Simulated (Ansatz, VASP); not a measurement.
# Ce3Sb: VASP beside Ansatz, part 2 of 2

One calculation is typed for both programs; each brings its own data sets and cutoff. How far apart do they land? The cell is invented: As first built, before any earlier steps moved the atoms (in the runner's words): it takes the La3In structure with all of its atoms replaced by other elements, volume scaled by an estimate. It may not be a known or stable phase. The cell is taken from a series of VASP runs on this material, whose earlier steps may have relaxed, scaled or displaced it; both programs get it as it stands.

VASP 6.6.1 and Ansatz 0.2.0.

So far: Set-up; VASP: single point, PBE.

In doubt: a part-filled 4f shell, where there is one, can sit in one of many states, so energies may not be the lowest and differences between runs may mislead; derivatives with an open 4f shell can jump between states, which bears on forces and vibrations.

**3. Ansatz: single point, PBE**

Level of this step: Ansatz beside VASP: Kohn-Sham DFT, plane waves, PBE (Ansatz).

Ansatz runs on its default PAW (the set named soft_2) files.

The same cell, functional, mesh and smearing now go to Ansatz, which takes its cutoff from its data sets.

The input, input.yaml:

```yaml
crystal:
  lattice:
    - [4.7418208278, 0.0, 0.0]
    - [0.0, 4.7418208278, 0.0]
    - [0.0, 0.0, 4.7418208278]
  atoms:
    - { symbol: Ce, position: [0.0, 0.5, 0.5], spin: 1.0 }
    - { symbol: Ce, position: [0.5, 0.0, 0.5], spin: 1.0 }
    - { symbol: Ce, position: [0.5, 0.5, 0.0], spin: 1.0 }
    - { symbol: Sb, position: [0.0, 0.0, 0.0] }
hamiltonian:
  xc: pbe
  pseudopotentials: { kind: paw }
magnetization:
  spin_polarized: true
kpoints:
  mp_grid: { grid: [5, 5, 5] }
scf:
  occupations: { method: fermi_dirac, width: 0.05 }
  n_extra_bands: 8
output:
  forces: true
  stress: true
  eigenvalues: true
```

Run with:

```bash
ansatz run input.yaml --threads 2 --pin off --max-ram 4608MiB --backend cpu --events-out ev --progress --plain --runs-dir out
```

Numbers of over 12 decimals in the logs are rounded to 6 here.

What it wrote:

```text
scf.n_extra_bands = 8 over 26 filled bands (N_el = 51.0): the run solves 34 bands
Engine: ansatz 0.2.0, aarch64-unknown-linux-gnu
Pseudopotentials: kind: paw
Pseudopotential: Ce, paw, valence charge 12, recommended cutoff 420 eV (normal), Ce.paw.azcp
Pseudopotential: Sb, paw, valence charge 15, recommended cutoff 420 eV (normal), Sb.paw.azcp
Functional definition: PBE
  parameter kappa = 0.804
  parameter beta = 0.066725
  exchange = pbe_x(kappa = kappa, mu = beta*pi^2/3)
  correlation = pbe_c(beta = beta)
Crystal: 4 atoms, lattice volume = 106.619 Å³
Basis set: ecut = 420 eV, 2103 PW (Γ), exchange–correlation on 64×64×64 points (8 copies of the dense FFT grid, shifted against one another)
Bands: 34, of which v1, the nominal top of the filled ones, is band 26 counted from 1 (25 counted from 0)
Symmetry: 48 space group operations
Space group: Pm-3m (ITA 221), of the structure as read, at distance tolerance 4.7e-5 Å
Magnetic group: BNS 221.92 (UNI 1594), of the structure as read, at distance tolerance 4.7e-5 Å
k-points: 10 of 125
Non-local potential: Ce, projectors of the file, l = 0: 3, l = 1: 2, l = 2: 2, l = 3: 3
Non-local potential: Sb, projectors of the file, l = 0: 2, l = 1: 2, l = 2: 2, l = 3: 2
PAW form: soft (Blöchl's): semilocal exchange-correlation on the pseudo side does not see the compensation charge
PAW one-centre angular grid: Ce, 590 points (default); XC on 64 Gauss nodes
PAW one-centre angular grid: Sb, 590 points (default); XC on 64 Gauss nodes
Initial density: superposition of atomic densities (chi_scale 0.1, normalization cell, long waves kept (reshape's long-wave potential 0.00 eV rms))
Starting moments: Σ|m| = 3 μB on 3 of 4 sites
Initial wavefunctions: pseudopotential atomic-orbital guess
Functional: x = pbe(κ = 0.804, μ = 0.219515), c = pbe(β = 0.066725)
SCF iter   1: F=—  HF=-26215.114206 eV  |F-HF|=—  |Δ(HF+E_count)|=         —  Δρ=9.39e-2 (↑8.53e-2 ↓9.39e-2)  dr2=1.69e1  dr2_m=7.16e-1  M=1.824 μB ∫|m|=1.825 μB  β_m=0.30  ethr=3.10e-3  ⟨swp⟩=7.2  Hψ=3151  notcnv=0
Mixer restart at iter 1: flushing history
preconditioner: auto → Kerker (q_TF=auto, 2.413 Å⁻¹)  [metal: Δε(μ)=0.023 eV  Ē_g=11.082 eV  σ=0.050 eV  W_gap=0.11  n_scr=26 (ndim 8)  ℏωp=21.3 eV  f_vac=0.003  D(μ)=11.09/eV (n_scr^D=146)]
spin=Collinear: Kerker preconditioning applied to the charge; magnetization (m = ρ↑ − ρ↓) channel mixes plain (no charge-response kernel on spin).
SCF iter   2: F=—  HF=-26214.303525 eV  |F-HF|=—  |Δ(HF+E_count)|=   8.11e-1  Δρ=6.89e-2 (↑5.43e-2 ↓6.89e-2)  dr2=8.01e0  dr2_m=3.31e-1  M=2.259 μB ∫|m|=2.259 μB  β_m=0.57  ethr=3.10e-3  ⟨swp⟩=5.5  Hψ=1853  notcnv=0  defer=6
SCF iter   3: F=—  HF=-26184.790354 eV  |F-HF|=—  |Δ(HF+E_count)|=    2.95e1  Δρ=7.71e-2 (↑4.04e-2 ↓7.71e-2)  dr2=1.33e1  dr2_m=4.79e-1  M=0.341 μB ∫|m|=0.578 μB  β_m=0.68  ethr=3.10e-3  ⟨swp⟩=9.9  Hψ=3711  notcnv=0  defer=15
SCF iter   4: F=—  HF=-26207.984164 eV  |F-HF|=—  |Δ(HF+E_count)|=    2.32e1  Δρ=4.37e-2 (↑1.57e-2 ↓4.37e-2)  dr2=2.77e0  dr2_m=3.24e-1  M=0.619 μB ∫|m|=0.736 μB  β_m=0.84  ethr=3.10e-3  ⟨swp⟩=6.6  Hψ=1774  notcnv=0  defer=8
SCF iter   5: F=—  HF=-26199.537563 eV  |F-HF|=—  |Δ(HF+E_count)|=    8.45e0  Δρ=6.29e-2 (↑2.63e-2 ↓6.29e-2)  dr2=7.28e0  dr2_m=4.31e-1  M=0.045 μB ∫|m|=0.330 μB  β_m=0.92  ethr=3.10e-3  ⟨swp⟩=5.8  Hψ=1400  notcnv=0  defer=2  recentre
SCF iter   6: F=—  HF=-26205.190570 eV  |F-HF|=—  |Δ(HF+E_count)|=    5.65e0  Δρ=4.15e-2 (↑2.54e-2 ↓4.15e-2)  dr2=4.17e0  dr2_m=9.87e-2  M=0.465 μB ∫|m|=0.534 μB  β_m=0.94  ethr=3.10e-3  ⟨swp⟩=3.9  Hψ=1113  notcnv=0  defer=2
SCF iter   7: F=—  HF=-26212.237866 eV  |F-HF|=—  |Δ(HF+E_count)|=    7.05e0  Δρ=1.42e-2 (↑1.09e-2 ↓1.42e-2)  dr2=5.90e-1  dr2_m=9.41e-3  M=0.818 μB ∫|m|=0.861 μB  β_m=0.97  ethr=3.10e-3  ⟨swp⟩=5.5  Hψ=1331  notcnv=0  defer=3
SCF iter   8: F=—  HF=-26213.266674 eV  |F-HF|=—  |Δ(HF+E_count)|=    1.03e0  Δρ=6.32e-3 (↑6.32e-3 ↓3.06e-3)  dr2=8.34e-2  dr2_m=2.69e-3  M=1.072 μB ∫|m|=1.097 μB  β_m=0.99  ethr=1.16e-3  ⟨swp⟩=4.2  Hψ=1176  notcnv=0  defer=1
SCF iter   9: F=—  HF=-26213.511439 eV  |F-HF|=—  |Δ(HF+E_count)|=   2.45e-1  Δρ=1.03e-2 (↑1.03e-2 ↓7.97e-3)  dr2=6.53e-3  dr2_m=8.12e-2  M=1.713 μB ∫|m|=1.722 μB  β_m=0.99  ethr=1.63e-4  ⟨swp⟩=5.7  Hψ=1680  notcnv=0  defer=2
[...]
SCF iter  20: F=—  HF=-26213.555551 eV  |F-HF|=—  |Δ(HF+E_count)|=   1.44e-2  Δρ=4.85e-3 (↑4.85e-3 ↓4.49e-3)  dr2=3.62e-4  dr2_m=2.12e-2  M=2.298 μB ∫|m|=2.317 μB  β_m=0.42  ethr=3.38e-6  ⟨swp⟩=4.9  Hψ=1790  notcnv=0  defer=2
SCF iter  21: F=—  HF=-26213.558829 eV  |F-HF|=—  |Δ(HF+E_count)|=   3.28e-3  Δρ=1.47e-3 (↑1.45e-3 ↓1.47e-3)  dr2=2.52e-5  dr2_m=2.06e-3  M=2.525 μB ∫|m|=2.558 μB  β_m=0.56  ethr=7.09e-7  ⟨swp⟩=5.8  Hψ=2226  notcnv=0  defer=3
SCF iter  22: F=—  HF=-26213.558755 eV  |F-HF|=—  |Δ(HF+E_count)|=   7.47e-5  Δρ=1.51e-4 (↑1.17e-4 ↓1.51e-4)  dr2=1.17e-5  dr2_m=1.48e-5  M=2.492 μB ∫|m|=2.523 μB  β_m=0.78  ethr=4.94e-8  ⟨swp⟩=5.0  Hψ=2043  notcnv=0  defer=1
SCF iter  23: F=—  HF=-26213.587735 eV  |F-HF|=—  |Δ(HF+E_count)|=   2.90e-2  Δρ=1.43e-4 (↑1.43e-4 ↓1.31e-4)  dr2=3.56e-5  dr2_m=1.22e-5  M=2.504 μB ∫|m|=2.536 μB  β_m=0.78  ethr=2.29e-8  ⟨swp⟩=3.9  Hψ=1614  notcnv=0  defer=1
SCF iter  24: F=—  HF=-26213.587739 eV  |F-HF|=—  |Δ(HF+E_count)|=   3.64e-6  Δρ=1.05e-4 (↑1.03e-4 ↓1.05e-4)  dr2=1.72e-5  dr2_m=7.58e-6  M=2.505 μB ∫|m|=2.539 μB  β_m=0.89  ethr=2.29e-8  ⟨swp⟩=2.1  Hψ=915  notcnv=0  defer=1
SCF iter  25: F=—  HF=-26213.587740 eV  |F-HF|=—  |Δ(HF+E_count)|=   8.76e-7  Δρ=4.94e-5 (↑4.94e-5 ↓3.97e-5)  dr2=4.15e-6  dr2_m=1.29e-6  M=2.508 μB ∫|m|=2.542 μB  β_m=0.93  ethr=2.29e-8  ⟨swp⟩=2.5  Hψ=901  notcnv=0
SCF iter  26: F=—  HF=-26213.587740 eV  |F-HF|=—  |Δ(HF+E_count)|=   1.52e-7  Δρ=9.84e-6 (↑9.84e-6 ↓9.24e-6)  dr2=3.33e-7  dr2_m=3.33e-8  M=2.508 μB ∫|m|=2.542 μB  β_m=0.96  ethr=8.14e-9  ⟨swp⟩=3.1  Hψ=1110  notcnv=0
iter 27 did not close the SCF: its close was put off for a magnetic moment that had not settled (scf_convergence_deferred on its scf_iter line)
SCF iter  27: F=-26213.587740 eV  HF=-26213.587740 eV  |F-HF|=5.90e-8  |Δ(HF+E_count)|=   4.30e-9  Δρ=9.81e-6 (↑9.81e-6 ↓2.85e-6)  dr2=8.86e-8  dr2_m=3.24e-8  M=2.509 μB ∫|m|=2.543 μB  β_m=0.98  ethr=1.96e-10  ⟨swp⟩=11.2  Hψ=5024  notcnv=0
SCF iter  28: F=-26213.587740 eV  HF=-26213.587740 eV  |F-HF|=1.52e-9  |Δ(HF+E_count)|=   5.74e-9  Δρ=1.02e-6 (↑1.02e-6 ↓4.88e-7)  dr2=1.96e-9  dr2_m=2.01e-10  M=2.509 μB ∫|m|=2.542 μB  ethr=1.74e-10  ⟨swp⟩=3.1  Hψ=2277  notcnv=0
SCF 1 converged in 28 iterations: F = -26213.587740 eV  dr2 = 1.96e-9
  greatest PAW one-centre occupation: 0.995 electrons in one spin orbital (limit 2), on the Sb atom at site 3 (counted from 0), in its partial waves of l = 2
SCF converged after 28 iterations
Magnetization: 2.5088 μB (26.7544 up, 24.2456 down)
Absolute magnetization: 2.5432 μB (∫|ρ↑−ρ↓|, with the PAW one-centre terms)
Spin contamination: 0.0220 ħ² per cell (⟨S²⟩ above its minimum at these occupations)
Per-site moments (μB) at R_I (Å): [(0.733631, 1.383102), (0.733631, 1.383102), (0.733631, 1.383102), (-0.011218, 1.383102)]
Free energy (F): -26213.587740 eV
Harris-Foulkes:  -26213.587740 eV  (|F-HF|=1.52e-9)
Internal energy: -26213.507557 eV  (E = F + TS)
E sigma→0 (E₀):  -26213.547649 eV
Entropy (-TS):   -0.080183 eV (-20.046 meV/atom)
Fermi energy:    15.210718 eV
--- Per-component energies (eV) ---
  E_band       = -67.400745
  E_kinetic    = 1326.569428
  E_local      = -2416.319819  (includes V_loc(G=0)·N_el)
  E_nonlocal   = 244.190058
  E_hartree    = 1007.734042
  E_xc         = -810.619393
  E_vxc        = -843.583429  (∫ρ·V_xc dr)
  E_paw        = -21015.236186  (= ΣΔE_a)
  E_vpaw       = -393.726520  (= ΣTr[D̂ρ^β])
  E_aug_tail   = -0.000001  (compensation charges beyond the density's cutoff)
  E_ewald      = -4549.825686
  E_smearing   = -0.080183  (= −TS)
  E_closure    = 0.000000  (closes the sum)
  Σ components = -26213.587740   (vs F -26213.587740, Δ=0.00e0)
--- Forces (eV/Å), atoms counted from 1 ---
  atom   1  Ce     0.00000000     0.00000000    -0.00000000
  atom   2  Ce    -0.00000000    -0.00000000     0.00000000
  atom   3  Ce     0.00000000     0.00000000    -0.00000000
  atom   4  Sb    -0.00000000    -0.00000000    -0.00000000
  max |Σ_I F_I| component: 3.16e-30 eV/Å
--- Stress (GPa, compression-positive) ---
        0.918587      -0.000000       0.000000
        0.000000       0.918587       0.000000
        0.000000       0.000000       0.918587
  P = ⅓ Tr σ = 0.9186 GPa (9.186 kbar)
--- Band table (eV; the first three rows and the last of 20) ---
  k-point 0 ↑: bands = [... 22 lower, 13.7016, 13.7016, 13.8425, 13.8425, 13.8425, 15.0060, 15.4833, 15.4833, ... 4 higher]
  k-point 1 ↑: bands = [... 22 lower, 13.8057, 13.9287, 14.4643, 14.5729, 14.5729, 14.9668, 15.4138, 15.5110, ... 4 higher]
  k-point 2 ↑: bands = [... 22 lower, 14.0143, 14.8524, 14.8723, 15.1299, 15.2845, 15.2845, 15.3151, 15.5381, ... 4 higher]
  k-point 9 ↓: bands = [... 22 lower, 14.4990, 14.4990, 15.4577, 15.5715, 15.5715, 15.6820, 15.8660, 15.8660, ... 4 higher]
```

It took 11 s on 2 threads of Arm Neoverse V1, shared host; peak memory 0.46 GiB; 20 s of CPU time.

The column dr2 measures how far the density is from self-consistency, as an energy; F and HF (Harris–Foulkes) agree once it is small.

The run ends at a pressure of 0.92 GPa.

**4. Comparison**

Known differences besides the potentials themselves: the data sets hold 51 valence electrons in Ansatz (default PAW (the set named soft_2) files) and 41 in VASP; the cutoff is 420 eV in Ansatz and 400 eV in VASP; VASP leaves aspherical gradient terms in its spheres out (LASPH is not set), Ansatz keeps them; site moments are counted in spheres of each program's own size. Total energies have different zeros and are not compared.

Compared:

```
          quantity  Ansatz  VASP  difference
    pressure (GPa)    0.92  0.39       +0.53
 total moment (μB)    2.51  2.46       +0.05
moment on Ce1 (μB)    0.73  0.69       +0.04
moment on Ce2 (μB)    0.73  0.69       +0.04
moment on Ce3 (μB)    0.73  0.69       +0.04
```

**5. What came out**

| Property | Result |
| --- | --- |
| difference in total moment (single point, PBE) | 0.049 μB |
| difference in pressure (single point, PBE) | 0.53 GPa |

**Reading.** The difference in pressure is 0.53 GPa (single point, PBE), within the 1 GPa picked in this series as the mark of a large difference. How closely two codes agree says nothing of how well the functional describes the real material.

[Lines on the potential files, build, host, timing and source positions are cut from VASP's logs without a mark.]

[Logs are printed without paths, hosts, clocks, repeated set-up lines and the standing remarks that a program may print on its own settings, such as how far it seeks lower states.]

[Hosts, paths, dates, database ids (printed as entryN), source tags and the programs' standing remarks are cut or masked in the printed files.]
